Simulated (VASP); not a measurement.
# A VASP study of BaY2 (PBE): structure first, properties next, part 4 of 5

Wanted: the relaxed cell of BaY2 and its properties. The cell is generated by rule, not measured, and may not be a known phase.

VASP 6.6.1; PBE; plane waves and PAW (Ba_sv, Y_sv); invented cell.

Still holding for the runs below: The k-mesh is coarse for a metal.

So far. Step 7 (Density of states (PBE)): The finer mesh and the other smearing move the Fermi level by +0.02 eV from the 4×4×6 run, a small shift, which tests the Fermi level alone. Of the states within 0.3 eV of the Fermi level, the largest shares in the PAW spheres are Y d 38 % and Ba d 8 %. The rest lies in smaller channels or between the spheres.

## Step 9: Volume scan with PBE, volume scale 0.94

An equation of state needs energies on both sides of the minimum, all on one mesh and cutoff.

File INCAR:

```
SYSTEM = BaY2
PREC = Accurate
ENCUT = 400
EDIFF = 1E-06
NELM = 100
ISMEAR = 1
SIGMA = 0.2
LREAL = .FALSE.
ALGO = Normal
GGA = PE
NBANDS = 22
LORBIT = 11
LWAVE = .FALSE.
LCHARG = .FALSE.
ISIF = 2
```

File POSCAR:

```
BaY2
1.0
    5.6770261520      0.0000000000      0.0000000000
    0.0000000000      5.6770261520      0.0000000000
    0.0000000000      0.0000000000      3.9034003331
Ba Y
1 2
Direct
    0.5000000000      0.5000000000      0.0000000000
    0.5000000000      0.0000000000      0.5000000000
    0.0000000000      0.5000000000      0.5000000000
```

File KPOINTS:

```
Automatic mesh
0
Gamma
4 4 6
0 0 0
```

PAW data sets: Ba_sv and Y_sv (PBE family, release 64).

Run with:

```sh
$ mpirun -np 1 vasp_std
```

What it wrote:

```text
[... set-up lines as in an earlier step ...]
 entering main loop
       N       E                     dE             d eps       ncg     rms          rms(c)
DAV:   1     0.169505583781E+03    0.16951E+03   -0.13470E+04  1088   0.109E+03
DAV:   2     0.716462075768E+00   -0.16879E+03   -0.16256E+03  1382   0.265E+02
DAV:   3    -0.135706731775E+02   -0.14287E+02   -0.13697E+02  1880   0.550E+01
DAV:   4    -0.142764132979E+02   -0.70574E+00   -0.70214E+00  1608   0.110E+01
DAV:   5    -0.142946330603E+02   -0.18220E-01   -0.18212E-01  1550   0.172E+00    0.218E+01
DAV:   6    -0.120962729658E+02    0.21984E+01   -0.64295E+00  1324   0.846E+00    0.146E+01
DAV:   7    -0.120503678148E+02    0.45905E-01   -0.13401E+00  1632   0.449E+00    0.605E+00
DAV:   8    -0.120578481224E+02   -0.74803E-02   -0.25830E-01  1592   0.218E+00    0.719E-01
DAV:   9    -0.120558330100E+02    0.20151E-02   -0.26888E-02  1438   0.667E-01    0.359E-01
DAV:  10    -0.120554431505E+02    0.38986E-03   -0.36885E-03  1542   0.356E-01    0.160E-01
DAV:  11    -0.120554689082E+02   -0.25758E-04   -0.36418E-04  1652   0.105E-01    0.463E-02
DAV:  12    -0.120554588620E+02    0.10046E-04   -0.53262E-05  1442   0.385E-02    0.112E-02
DAV:  13    -0.120554611930E+02   -0.23310E-05   -0.49614E-06  1444   0.142E-02    0.515E-03
DAV:  14    -0.120554607466E+02    0.44635E-06   -0.43097E-07   852   0.470E-03
   1 F= -.12055461E+02 E0= -.12055403E+02  d E =-.171926E-03
```

Elapsed: 65 s, on 1 MPI rank of AMD EPYC 7R43, shared host; peak memory 0.19 GiB.

OUTCAR, selected parts (step 9):

```text
   ENCUT  =  400.0 eV  29.40 Ry    5.42 a.u.   9.26  9.26  6.37*2*pi/ulx,y,z

   NELECT =      32.0000    total number of electrons

 E-fermi :   2.2211

 k-point     1 :       0.0000    0.0000    0.0000
  band No.  band energies     occupation
    ...
     13      -1.3374      2.00000
     14       0.5501      2.00000
     15       0.6442      2.00000
     16       1.2551      2.00000
     17       2.1438      1.60296
     18       2.9928     -0.00000
     19       2.9928     -0.00000
     20       4.3476     -0.00000
     21       4.3476     -0.00000
     22       4.3957     -0.00000

  Total        0.8868437      0.8868437      0.7891209      0.0000000     -0.0000000      0.0000000
  in kB       11.2946496     11.2946496     10.0500743      0.0000000     -0.0000000      0.0000000
  external PRESSURE =      10.8797912 kB  Pullay stress =       0.0000000 kB

 POSITION                                       TOTAL-FORCE (eV/Angst)
 -----------------------------------------------------------------------------------
      2.83851      2.83851      0.00000         0.000000      0.000000      0.000000
      2.83851      0.00000      1.95170         0.000000      0.000000      0.000000
      0.00000      2.83851      1.95170         0.000000      0.000000      0.000000
 -----------------------------------------------------------------------------------
    total drift:                                0.000000      0.000000     -0.000000

  FREE ENERGIE OF THE ION-ELECTRON SYSTEM (eV)
  ---------------------------------------------------
  free  energy   TOTEN  =       -12.0554607466 eV

  energy  without entropy=      -12.0552888208  energy(sigma->0) =      -12.05540344

[... 4 parts as in an earlier step ...]

[... 12 further parts left out ...]
```

The scan keeps the cell's shape and the fractional positions fixed.

Numbers from this step:

```yaml
free_energy_toten: -12.06 eV
energy_at_zero_smearing: -12.06 eV
fermi_energy: 2.221 eV
pressure: 1.088 GPa
```

The pressure here is 1.09 GPa.

## Step 10: Volume scan with PBE, volume scale 0.96

INCAR is that of step 9.

File POSCAR:

```
BaY2
1.0
    5.7170065266      0.0000000000      0.0000000000
    0.0000000000      5.7170065266      0.0000000000
    0.0000000000      0.0000000000      3.9308899736
Ba Y
1 2
Direct
    0.5000000000      0.5000000000      0.0000000000
    0.5000000000      0.0000000000      0.5000000000
    0.0000000000      0.5000000000      0.5000000000
```

KPOINTS is that of step 9.

Run with:

```sh
$ mpirun -np 1 vasp_std
```

What it wrote:

```text
[... set-up lines as in an earlier step ...]
 entering main loop
       N       E                     dE             d eps       ncg     rms          rms(c)
DAV:   1     0.169158364122E+03    0.16916E+03   -0.13355E+04  1064   0.109E+03
DAV:   2     0.750658582723E+00   -0.16841E+03   -0.16231E+03  1358   0.266E+02
DAV:   3    -0.135037470312E+02   -0.14254E+02   -0.13619E+02  1866   0.553E+01
DAV:   4    -0.143002235343E+02   -0.79648E+00   -0.79090E+00  1638   0.115E+01
DAV:   5    -0.143225374366E+02   -0.22314E-01   -0.22305E-01  1538   0.189E+00    0.215E+01
DAV:   6    -0.121148675045E+02    0.22077E+01   -0.65814E+00  1340   0.840E+00    0.144E+01
DAV:   7    -0.120650611899E+02    0.49806E-01   -0.13284E+00  1648   0.443E+00    0.608E+00
DAV:   8    -0.120728946048E+02   -0.78334E-02   -0.25316E-01  1614   0.216E+00    0.686E-01
DAV:   9    -0.120708875895E+02    0.20070E-02   -0.24872E-02  1444   0.641E-01    0.352E-01
DAV:  10    -0.120705977906E+02    0.28980E-03   -0.34548E-03  1514   0.354E-01    0.153E-01
DAV:  11    -0.120706174774E+02   -0.19687E-04   -0.31270E-04  1684   0.978E-02    0.414E-02
DAV:  12    -0.120706088123E+02    0.86651E-05   -0.47273E-05  1454   0.366E-02    0.106E-02
DAV:  13    -0.120706112502E+02   -0.24379E-05   -0.48877E-06  1450   0.141E-02    0.475E-03
DAV:  14    -0.120706109338E+02    0.31643E-06   -0.40406E-07   858   0.435E-03
   1 F= -.12070611E+02 E0= -.12070464E+02  d E =-.441338E-03
```

The job ended after 59 s (1 MPI rank; peak memory 0.19 GiB).

OUTCAR, selected parts (step 10):

```text
   ENCUT  =  400.0 eV  29.40 Ry    5.42 a.u.   9.32  9.32  6.41*2*pi/ulx,y,z

   NELECT =      32.0000    total number of electrons

 E-fermi :   2.1302

 k-point     1 :       0.0000    0.0000    0.0000
  band No.  band energies     occupation
    ...
     13      -1.4182      2.00000
     14       0.5114      2.00000
     15       0.5730      2.00000
     16       1.2032      2.00000
     17       2.0615      1.54560
     18       2.9023     -0.00000
     19       2.9023     -0.00000
     20       4.1858     -0.00000
     21       4.1858     -0.00000
     22       4.2641     -0.00000

  Total        0.5786034      0.5786034      0.5141825      0.0000000     -0.0000000      0.0000000
  in kB        7.2154482      7.2154482      6.4120895      0.0000000     -0.0000000      0.0000000
  external PRESSURE =       6.9476619 kB  Pullay stress =       0.0000000 kB

 POSITION                                       TOTAL-FORCE (eV/Angst)
 -----------------------------------------------------------------------------------
      2.85850      2.85850      0.00000         0.000000      0.000000      0.000000
      2.85850      0.00000      1.96544         0.000000      0.000000      0.000000
      0.00000      2.85850      1.96544         0.000000      0.000000      0.000000
 -----------------------------------------------------------------------------------
    total drift:                                0.000000      0.000000     -0.000000

  FREE ENERGIE OF THE ION-ELECTRON SYSTEM (eV)
  ---------------------------------------------------
  free  energy   TOTEN  =       -12.0706109338 eV

  energy  without entropy=      -12.0701695959  energy(sigma->0) =      -12.07046382

[... 4 parts as in an earlier step ...]

[... 12 further parts left out ...]
```

This step gave:

```
free energy (TOTEN)     : -12.07 eV
energy at zero smearing : -12.07 eV
Fermi energy            : 2.130 eV
pressure                : 0.6948 GPa
```

The pressure falls from 1.09 to 0.69 GPa.

The run ends at a pressure of 0.69 GPa.

## Step 11: Volume scan with PBE, volume scale 0.98

INCAR is that of step 10.

File POSCAR:

```
BaY2
1.0
    5.7564354038      0.0000000000      0.0000000000
    0.0000000000      5.7564354038      0.0000000000
    0.0000000000      0.0000000000      3.9580004163
Ba Y
1 2
Direct
    0.5000000000      0.5000000000      0.0000000000
    0.5000000000      0.0000000000      0.5000000000
    0.0000000000      0.5000000000      0.5000000000
```

KPOINTS is that of step 10.

Run with:

```sh
$ mpirun -np 1 vasp_std
```

What it wrote:

```text
[... set-up lines as in an earlier step ...]
 entering main loop
       N       E                     dE             d eps       ncg     rms          rms(c)
DAV:   1     0.170858518548E+03    0.17086E+03   -0.13368E+04  1096   0.108E+03
DAV:   2    -0.166931904820E+00   -0.17103E+03   -0.16591E+03  1398   0.267E+02
DAV:   3    -0.135997990443E+02   -0.13433E+02   -0.12858E+02  1880   0.541E+01
DAV:   4    -0.143230228918E+02   -0.72322E+00   -0.71913E+00  1592   0.110E+01
[...]
DAV:  12    -0.120794314515E+02    0.85135E-05   -0.49406E-05  1460   0.368E-02    0.108E-02
DAV:  13    -0.120794339649E+02   -0.25134E-05   -0.52312E-06  1462   0.145E-02    0.476E-03
DAV:  14    -0.120794338562E+02    0.10870E-06   -0.36577E-07   870   0.385E-03
   1 F= -.12079434E+02 E0= -.12079115E+02  d E =-.956876E-03
```

The job ended after 58 s (1 MPI rank; peak memory 0.2 GiB).

From OUTCAR (step 11):

```text
  Total        0.2836579      0.2836579      0.2444109      0.0000000      0.0000000      0.0000000
  in kB        3.4651529      3.4651529      2.9857134      0.0000000      0.0000000      0.0000000
  external PRESSURE =       3.3053397 kB  Pullay stress =       0.0000000 kB

 POSITION                                       TOTAL-FORCE (eV/Angst)
 -----------------------------------------------------------------------------------
      2.87822      2.87822      0.00000         0.000000      0.000000      0.000000
      2.87822      0.00000      1.97900         0.000000      0.000000      0.000000
      0.00000      2.87822      1.97900         0.000000      0.000000      0.000000
 -----------------------------------------------------------------------------------
    total drift:                                0.000000      0.000000     -0.000000

  FREE ENERGIE OF THE ION-ELECTRON SYSTEM (eV)
  ---------------------------------------------------
  free  energy   TOTEN  =       -12.0794338562 eV

  energy  without entropy=      -12.0784769805  energy(sigma->0) =      -12.07911490

[... 1 part as in an earlier step ...]

[... 2 further parts left out ...]
[key lines of the parts left out:]
E-fermi :   2.0431
```

The pressure falls from 0.69 to 0.33 GPa.

The run ends at a pressure of 0.33 GPa.

## Step 12: Volume scan with PBE, volume scale 1

INCAR is that of step 11.

File POSCAR:

```
BaY2
1.0
    5.7953314175      0.0000000000      0.0000000000
    0.0000000000      5.7953314175      0.0000000000
    0.0000000000      0.0000000000      3.9847444736
Ba Y
1 2
Direct
    0.5000000000      0.5000000000      0.0000000000
    0.5000000000      0.0000000000      0.5000000000
    0.0000000000      0.5000000000      0.5000000000
```

KPOINTS is that of step 11.

Run with:

```sh
$ mpirun -np 1 vasp_std
```

What it wrote:

```text
[... set-up lines as in an earlier step ...]
 entering main loop
       N       E                     dE             d eps       ncg     rms          rms(c)
[... 14 cycles as in an earlier step ...]
   1 F= -.12082424E+02 E0= -.12081881E+02  d E =-.162719E-02
```

Elapsed: 57 s, on 1 MPI rank; peak memory 0.19 GiB.

From OUTCAR (step 12):

```text
[... 6 parts as in an earlier step ...]

[... 1 further part left out ...]
[key lines of the parts left out:]
E-fermi :   1.9592
```

The pressure falls from 0.33 to 0.00 GPa.

The run ends at a pressure of 0.00 GPa.

## Step 13: Volume scan with PBE, volume scale 1.02

INCAR is that of step 12.

File POSCAR:

```
BaY2
1.0
    5.8337122143      0.0000000000      0.0000000000
    0.0000000000      5.8337122143      0.0000000000
    0.0000000000      0.0000000000      4.0111342789
Ba Y
1 2
Direct
    0.5000000000      0.5000000000      0.0000000000
    0.5000000000      0.0000000000      0.5000000000
    0.0000000000      0.5000000000      0.5000000000
```

KPOINTS is that of step 12.

Run with:

```sh
$ mpirun -np 1 vasp_std
```

What it wrote:

```text
[... set-up lines as in an earlier step ...]
 entering main loop
       N       E                     dE             d eps       ncg     rms          rms(c)
DAV:   1     0.171109483091E+03    0.17111E+03   -0.13253E+04  1088   0.107E+03
DAV:   2     0.222850829558E+01   -0.16888E+03   -0.16302E+03  1312   0.263E+02
DAV:   3    -0.134517697226E+02   -0.15680E+02   -0.15038E+02  1920   0.560E+01
DAV:   4    -0.143381273207E+02   -0.88636E+00   -0.87767E+00  1600   0.123E+01
[...]
DAV:  12    -0.120800514523E+02    0.99729E-05   -0.56954E-05  1480   0.403E-02    0.112E-02
DAV:  13    -0.120800544934E+02   -0.30411E-05   -0.58140E-06  1450   0.153E-02    0.515E-03
DAV:  14    -0.120800543907E+02    0.10274E-06   -0.36287E-07   900   0.375E-03
   1 F= -.12080054E+02 E0= -.12079299E+02  d E =-.226566E-02
```

Wall time 55 s (1 MPI rank); peak memory 0.2 GiB.

Parts of OUTCAR (step 13):

```text
  Total       -0.2636819     -0.2636819     -0.2693856      0.0000000      0.0000000      0.0000000
  in kB       -3.0948081     -3.0948081     -3.1617518      0.0000000      0.0000000      0.0000000
  external PRESSURE =      -3.1171227 kB  Pullay stress =       0.0000000 kB

 POSITION                                       TOTAL-FORCE (eV/Angst)
 -----------------------------------------------------------------------------------
      2.91686      2.91686      0.00000         0.000000      0.000000      0.000000
      2.91686      0.00000      2.00557         0.000000      0.000000      0.000000
      0.00000      2.91686      2.00557         0.000000      0.000000      0.000000
 -----------------------------------------------------------------------------------
    total drift:                                0.000000      0.000000     -0.000000

  FREE ENERGIE OF THE ION-ELECTRON SYSTEM (eV)
  ---------------------------------------------------
  free  energy   TOTEN  =       -12.0800543907 eV

  energy  without entropy=      -12.0777887356  energy(sigma->0) =      -12.07929917

[... 1 part as in an earlier step ...]

[... 2 further parts left out ...]
[key lines of the parts left out:]
E-fermi :   1.8783
```

The pressure falls from 0.00 to -0.31 GPa.

The run ends at a pressure of -0.31 GPa.

## Step 14: Volume scan with PBE, volume scale 1.04

INCAR is that of step 13.

File POSCAR:

```
BaY2
1.0
    5.8715945239      0.0000000000      0.0000000000
    0.0000000000      5.8715945239      0.0000000000
    0.0000000000      0.0000000000      4.0371813352
Ba Y
1 2
Direct
    0.5000000000      0.5000000000      0.0000000000
    0.5000000000      0.0000000000      0.5000000000
    0.0000000000      0.5000000000      0.5000000000
```

KPOINTS is that of step 13.

Run with:

```sh
$ mpirun -np 1 vasp_std
```

What it wrote:

```text
[... set-up lines as in an earlier step ...]
 entering main loop
       N       E                     dE             d eps       ncg     rms          rms(c)
DAV:   1     0.168837160330E+03    0.16884E+03   -0.13237E+04  1088   0.107E+03
DAV:   2     0.437205256409E+00   -0.16840E+03   -0.16246E+03  1362   0.262E+02
DAV:   3    -0.135049572422E+02   -0.13942E+02   -0.13304E+02  1840   0.554E+01
DAV:   4    -0.143448705541E+02   -0.83991E+00   -0.82864E+00  1600   0.114E+01
[...]
DAV:  12    -0.120727386047E+02    0.96764E-05   -0.54598E-05  1464   0.393E-02    0.111E-02
DAV:  13    -0.120727414702E+02   -0.28654E-05   -0.56256E-06  1452   0.147E-02    0.611E-03
DAV:  14    -0.120727415725E+02   -0.10231E-06   -0.34783E-07   870   0.351E-03
   1 F= -.12072742E+02 E0= -.12071821E+02  d E =-.276110E-02
```

The job ended after 57 s (1 MPI rank; peak memory 0.19 GiB).

OUTCAR, selected parts (step 14):

```text
  Total       -0.5162025     -0.5162025     -0.5146720      0.0000000      0.0000000      0.0000000
  in kB       -5.9421054     -5.9421054     -5.9244873      0.0000000      0.0000000      0.0000000
  external PRESSURE =      -5.9362327 kB  Pullay stress =       0.0000000 kB

 POSITION                                       TOTAL-FORCE (eV/Angst)
 -----------------------------------------------------------------------------------
      2.93580      2.93580      0.00000         0.000000      0.000000      0.000000
      2.93580      0.00000      2.01859         0.000000      0.000000      0.000000
      0.00000      2.93580      2.01859         0.000000      0.000000      0.000000
 -----------------------------------------------------------------------------------
    total drift:                                0.000000      0.000000     -0.000000

  FREE ENERGIE OF THE ION-ELECTRON SYSTEM (eV)
  ---------------------------------------------------
  free  energy   TOTEN  =       -12.0727415725 eV

  energy  without entropy=      -12.0699804705  energy(sigma->0) =      -12.07182121

[... 1 part as in an earlier step ...]

[... 2 further parts left out ...]
[key lines of the parts left out:]
E-fermi :   1.8003
```

The pressure falls from -0.31 to -0.59 GPa.

The run ends at a pressure of -0.59 GPa.

## Step 15: Volume scan with PBE, volume scale 1.06

A prediction first. A parabola through the 6 pressures of evenly scaled cells so far, P = 0.00 -16.1 t +26 t² GPa with t = ln(V/V₁) and V₁ the volume at scale 1, gives -0.85 GPa at t = +0.0583.

INCAR is that of step 14.

File POSCAR:

```
BaY2
1.0
    5.9089942235      0.0000000000      0.0000000000
    0.0000000000      5.9089942235      0.0000000000
    0.0000000000      0.0000000000      4.0628965594
Ba Y
1 2
Direct
    0.5000000000      0.5000000000      0.0000000000
    0.5000000000      0.0000000000      0.5000000000
    0.0000000000      0.5000000000      0.5000000000
```

KPOINTS is that of step 14.

Run with:

```sh
$ mpirun -np 1 vasp_std
```

What it wrote:

```text
[... set-up lines as in an earlier step ...]
 entering main loop
       N       E                     dE             d eps       ncg     rms          rms(c)
DAV:   1     0.172627669031E+03    0.17263E+03   -0.13284E+04  1128   0.107E+03
DAV:   2     0.148182853423E+01   -0.17115E+03   -0.16507E+03  1348   0.266E+02
DAV:   3    -0.135334992853E+02   -0.15015E+02   -0.14251E+02  1912   0.560E+01
DAV:   4    -0.143401016591E+02   -0.80660E+00   -0.79954E+00  1574   0.118E+01
[...]
DAV:  12    -0.120609275041E+02    0.90410E-05   -0.59513E-05  1482   0.411E-02    0.121E-02
DAV:  13    -0.120609310802E+02   -0.35761E-05   -0.60215E-06  1462   0.150E-02    0.552E-03
DAV:  14    -0.120609309617E+02    0.11847E-06   -0.30148E-07   906   0.338E-03
   1 F= -.12060931E+02 E0= -.12059877E+02  d E =-.316334E-02
```

It took 60 s on 1 MPI rank; peak memory 0.2 GiB.

From OUTCAR (step 15):

```text
  Total       -0.7548594     -0.7548594     -0.7526793      0.0000000     -0.0000000      0.0000000
  in kB       -8.5253801     -8.5253801     -8.5007584      0.0000000     -0.0000000      0.0000000
  external PRESSURE =      -8.5171729 kB  Pullay stress =       0.0000000 kB

 POSITION                                       TOTAL-FORCE (eV/Angst)
 -----------------------------------------------------------------------------------
      2.95450      2.95450      0.00000         0.000000      0.000000      0.000000
      2.95450      0.00000      2.03145         0.000000      0.000000      0.000000
      0.00000      2.95450      2.03145         0.000000      0.000000      0.000000
 -----------------------------------------------------------------------------------
    total drift:                                0.000000      0.000000     -0.000000

  FREE ENERGIE OF THE ION-ELECTRON SYSTEM (eV)
  ---------------------------------------------------
  free  energy   TOTEN  =       -12.0609309617 eV

  energy  without entropy=      -12.0577676183  energy(sigma->0) =      -12.05987651

[... 1 part as in an earlier step ...]

[... 2 further parts left out ...]
[key lines of the parts left out:]
E-fermi :   1.7249
```

The pressure falls from -0.59 to -0.85 GPa. The parabola predicted -0.85 GPa, which holds within 0.01 GPa.

## Step 16: Comparing the runs

Times are for 1 MPI rank of AMD EPYC 7R43, shared host. The series side by side:

```csv
no.,volume scale,energy above the lowest point (meV/atom),pressure (GPa),time,memory (GiB)
1,0.94,8.83,1.088,65 s,0.19
2,0.96,3.81,0.6948,59 s,0.19
3,0.98,0.92,0.3305,58 s,0.2
4,1,0,-0.003848,57 s,0.19
5,1.02,0.86,-0.3117,55 s,0.2
6,1.04,3.35,-0.5936,57 s,0.19
7,1.06,7.33,-0.8517,60 s,0.2
```

[end of part 4 of 5]

[Lines on the potential files, build, host, timing and source positions are cut from VASP's logs without a mark.]

[Logs are printed without paths, hosts, clocks, repeated set-up lines and the standing remarks that a program may print on its own settings, such as how far it seeks lower states.]

[Hosts, paths, dates, database ids (printed as entryN), source tags and the programs' standing remarks are cut or masked in the printed files.]

[A measured line is paired with the nearest computed mode of its activity, which favours agreement.]
